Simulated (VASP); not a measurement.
## K3TaH6: single point with PBE

K3TaH6:

```
K Ta H
1.0
     0.00000    4.43406    4.43406
     4.43406    0.00000    4.43406
     4.43406    4.43406    0.00000
K Ta H
3 1 6
Cartesian
  6.6511 6.6511 6.6511
  2.2170 2.2170 2.2170
  4.4341 4.4341 4.4341
  0.0000 0.0000 0.0000
  1.9002 4.4341 4.4341
  4.4341 4.4341 1.9002
  6.9679 4.4341 4.4341
  4.4341 1.9002 4.4341
  4.4341 6.9679 4.4341
  4.4341 4.4341 6.9679
```

The cell was built by a generator and needn't be a form met in nature.

The cell isn't the ideal one: species swapped into the Rb3BiF6 type (Fm-3m, No. 225).

```json
{"Program": "VASP 6.6.1", "Task": "single point", "Functional": "PBE", "Potentials or basis": "VASP PAW PBE potentials, release 64 (K_sv, Ta_pv, H)", "Cutoff": "520 eV", "k mesh": "8 × 8 × 8", "Occupations": "gaussian, width 0.1 eV", "Spin": "no spin polarisation"}
```

The pressure is 0.0 GPa and the band gap on the k mesh is none (metal or under the smearing width).

Levels at points of the mesh, in eV from the Fermi level:
| k point | band 18 | band 19 | band 20 | band 21 | band 22 | band 23 | band 24 | band 25 | band 26 | band 27 |
| --- | --- | --- | --- | --- | --- | --- | --- | --- | --- | --- |
| (0.00, 0.00, 0.00) | -4.19 | -2.81 | -2.81 | -2.81 | 0.01 | 0.01 | 0.01 | 2.56 | 3.65 | 3.65 |
| (0.50, 0.00, 0.00) | -4.09 | -3.74 | -2.89 | -2.89 | -0.09 | 0.14 | 0.14 | 2.88 | 3.69 | 3.69 |
| (0.50, 0.50, 0.00) | -4.07 | -3.32 | -2.83 | -2.83 | -0.41 | 0.26 | 0.26 | 2.34 | 3.41 | 3.93 |

Wall time 5.7 min on 1 thread of Intel(R) Xeon(R) Platinum 8559C (Emerald Rapids), on a shared host, peak memory 0.41 GiB.

Spin-orbit coupling is left out, which matters for the levels of Ta.
